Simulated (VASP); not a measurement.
Input:

```
CELL_PARAMETERS angstrom
      0.00000     2.27315     2.27315
      2.27315     0.00000     2.27315
      2.27315     2.27315     0.00000
ATOMIC_POSITIONS crystal
  B  0.00000 0.00000 0.00000
  P  0.25000 0.25000 0.25000
```

Method: PBE GGA, VASP's PBE PAW potentials (set 64) (plane waves; VASP). Run with 520 eV cut-off, Gaussian smearing of 0.050 eV, potentials B P.

**Question.** Give the energies of bands 2 to 7 at the high-symmetry points, in eV from the valence-band maximum.

**Answer.** 
| band | Γ | X | U | L | W |
|---|---|---|---|---|---|
| 2 | 0.00 | -8.55 | -8.14 | -8.99 | -8.04 |
| 3 | 0.00 | -4.09 | -6.19 | -1.75 | -5.64 |
| 4 | 0.00 | -4.09 | -3.49 | -1.75 | -5.44 |
| 5 | 3.39 | 1.34 | 2.15 | 3.75 | 5.34 |
| 6 | 3.39 | 1.66 | 5.99 | 4.71 | 6.76 |
| 7 | 3.39 | 12.07 | 9.70 | 4.71 | 7.21 |

The gap is indirect, 1.25 eV, from the valence maximum at Γ to the conduction minimum at Γ-X at 0.86.

The compound is BP in the zinc blende structure. It was relaxed first.
